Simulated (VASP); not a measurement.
Output of a VASP run:

File OSZICAR:
```
       N       E                     dE             d eps       ncg     rms          rms(c)
DAV:   1     0.375153188218E+02    0.37515E+02   -0.58577E+03  1880   0.968E+02
DAV:   2    -0.116623530937E+02   -0.49178E+02   -0.48442E+02  2353   0.220E+02
DAV:   3    -0.122669567921E+02   -0.60460E+00   -0.56887E+00  2202   0.244E+01
DAV:   4    -0.122701514919E+02   -0.31947E-02   -0.31843E-02  2109   0.158E+00
DAV:   5    -0.122701709108E+02   -0.19419E-04   -0.19417E-04  2143   0.104E-01    0.136E+01
DAV:   6    -0.119235319633E+02    0.34664E+00   -0.39025E-01  1936   0.764E+00    0.668E+00
DAV:   7    -0.118173591298E+02    0.10617E+00   -0.31691E-01  1965   0.654E+00    0.394E-01
DAV:   8    -0.118159734539E+02    0.13857E-02   -0.19246E-03  2088   0.545E-01    0.719E-02
DAV:   9    -0.118159992081E+02   -0.25754E-04   -0.62423E-05  2088   0.101E-01    0.340E-02
DAV:  10    -0.118159936356E+02    0.55725E-05   -0.36110E-06  1976   0.290E-02    0.742E-03
DAV:  11    -0.118159945522E+02   -0.91653E-06   -0.57547E-08   979   0.379E-03
   1 F= -.11815995E+02 E0= -.11815395E+02  d E =-.119989E-02
```

File OUTCAR:
```
------------------------ aborting loop because EDIFF is reached ----------------------------------------
  FORCE on cell =-STRESS in cart. coord.  units (eV):
  Direction    XX          YY          ZZ          XY          YZ          ZX
  --------------------------------------------------------------------------------------
  Total        0.4097933      0.4097933      0.4097933     -0.0000000     -0.0000000      0.0000000
  in kB       36.5395810     36.5395810     36.5395810     -0.0000000     -0.0000000      0.0000000
  external PRESSURE =      36.5395810 kB  Pullay stress =       0.0000000 kB
  volume of cell :       17.97
      direct lattice vectors                 reciprocal lattice vectors
    -1.650000000  1.650000000  1.650000000     0.000000000  0.303030303  0.303030303
     1.650000000 -1.650000000  1.650000000     0.303030303  0.000000000  0.303030303
     1.650000000  1.650000000 -1.650000000     0.303030303  0.303030303  0.000000000
 POSITION                                       TOTAL-FORCE (eV/Angst)
 -----------------------------------------------------------------------------------
      0.00000      0.00000      0.00000         0.000000      0.000000     -0.000000
 -----------------------------------------------------------------------------------
    total drift:                                0.000000     -0.000000      0.000000
  FREE ENERGIE OF THE ION-ELECTRON SYSTEM (eV)
  ---------------------------------------------------
  free  energy   TOTEN  =       -11.8159945522 eV

  energy  without entropy=      -11.8147946605  energy(sigma->0) =      -11.81539461
```
(Selected blocks of OUTCAR.)

### POSCAR
```
Ta
1
   -1.6500000000     1.6500000000     1.6500000000
    1.6500000000    -1.6500000000     1.6500000000
    1.6500000000     1.6500000000    -1.6500000000
Ta
1
Direct
  0.0000000000   0.0000000000   0.0000000000
```

Task: Write an INCAR and KPOINTS that could have produced this output.

Result: Several could match; the one computed here: the input of the run itself, PBE GGA, plane waves, VASP's PBE PAW potentials (set 64).

**INCAR**
```
SYSTEM = Ta
PREC = Accurate
ENCUT = 400
EDIFF = 1E-6
NELM = 100
ALGO = Normal
LREAL = .FALSE.
LASPH = .TRUE.
ISMEAR = -1
SIGMA = 0.02
GGA = PE
LMAXMIX = 6
LWAVE = .FALSE.
LCHARG = .FALSE.
ISIF = 2
```

KPOINTS:
```
Automatic mesh
0
Gamma
14 14 14
0 0 0
```

POTCAR, in this order: Ta_pv (PBE.64 set). Program: vasp_std.

The compound is Ta in the bcc structure. The cell was not relaxed at this level. The run is one of a series of settings (ISMEAR = -1, SIGMA = 0.02 against the base run), some of them coarse on purpose.
